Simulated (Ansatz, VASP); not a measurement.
**Zr2Te3Pd2: VASP beside Ansatz**

```xyz
7
Lattice="-2.7116 2.7116 5.5599 2.7116 -2.7116 5.5599 2.7116 2.7116 -5.5599" Properties=species:S:1:pos:R:3 pbc="T T T"
Zr    0.0000    0.0000    1.5469
Zr    0.0000    0.0000    9.5730
Te    0.0000    0.0000    5.5599
Te    0.0000    2.7116    2.7800
Te    2.7116    0.0000    2.7800
Pd    0.0000    2.7116    0.0000
Pd    2.7116    0.0000    0.0000
```

Alike in both runs: functional PBE; k mesh 4 × 4 × 4; occupations gaussian, width 0.2 eV; no spin polarisation.

Ansatz relaxed the structure, and its values are those at the end. VASP's run is a single point on that final structure, the one shown.

|  | VASP | Ansatz |
| --- | --- | --- |
| version | VASP 6.6.1 | Ansatz 0.2.0 |
| potentials or method | VASP PAW PBE potentials, release 64 (Zr_sv, Te, Pd) | scalar-relativistic, plane waves, PAW |
| plane-wave cutoff (eV) | 520 | 420 |
| valence electrons in the cell | 62 | 108 |

|  | VASP | Ansatz | Ansatz less VASP |
| --- | --- | --- | --- |
| gap on the k mesh at the Fermi level (eV) | none | none | - |
| pressure (GPa) | 0.0 | 0.0 | +0.05 |
| rms of the force components (eV/Å) | 0.002 | 0.003 | +0.0013 |

A gap of «none» marks a metal or a gap that the smearing closes. The two sets of potentials don't hold the same shells in valence.

Caveats: the k mesh is coarse (spacing up to 0.41 Å⁻¹), so the values aren't converged. Spin-orbit coupling is left out, which matters for the levels of Te.
